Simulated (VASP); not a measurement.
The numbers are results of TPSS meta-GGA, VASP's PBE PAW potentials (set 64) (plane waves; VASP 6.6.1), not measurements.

VASP ran on this input.

**INCAR**
```
ALGO = Normal
EDIFF = 1E-7
ENCUT = 520
ISIF = 2
ISMEAR = 0
LASPH = .True.
LCHARG = .False.
LMAXMIX = 4
LMIXTAU = .True.
LREAL = .False.
LWAVE = .False.
METAGGA = TPSS
NELM = 100
PREC = Accurate
SIGMA = 0.05
SYSTEM = AgCl
```

**KPOINTS**
```
Automatic mesh
0
Gamma
8 8 8
0 0 0
```

**POSCAR**
```
AgCl
1
    0.0000000000     2.7750000000     2.7750000000
    2.7750000000     0.0000000000     2.7750000000
    2.7750000000     2.7750000000     0.0000000000
Ag Cl
1 1
Direct
  0.0000000000   0.0000000000   0.0000000000
  0.5000000000   0.5000000000   0.5000000000
```

POTCAR, in this order: Ag Cl (PBE.64 set). Program: vasp_std.

Predict the energy per atom (σ→0), band gap (on the k-mesh).

| Quantity | Result |
|---|---|
| energy per atom (σ→0) | -9.635 eV/atom |
| band gap (on the k-mesh) | 0.98 eV |

**OSZICAR**
```
...
DAV:  13    -0.192692868414E+02   -0.21193E-03   -0.65866E-04   774   0.274E-01    0.834E-02
DAV:  14    -0.192692841573E+02    0.26841E-05   -0.59106E-05   794   0.101E-01    0.428E-02
DAV:  15    -0.192693005224E+02   -0.16365E-04   -0.28391E-05   754   0.616E-02    0.227E-02
DAV:  16    -0.192693002811E+02    0.24132E-06   -0.18012E-06   859   0.130E-02    0.189E-02
DAV:  17    -0.192693098905E+02   -0.96094E-05   -0.90395E-06   759   0.369E-02    0.732E-03
DAV:  18    -0.192693152703E+02   -0.53798E-05   -0.62471E-06   754   0.270E-02    0.368E-03
DAV:  19    -0.192693152403E+02    0.29971E-07   -0.17637E-07   670   0.514E-03
   1 F= -.19269315E+02 E0= -.19269315E+02  d E =-.170726E-10
```

The compound is AgCl in the rock salt structure. The cell was not relaxed at this level.
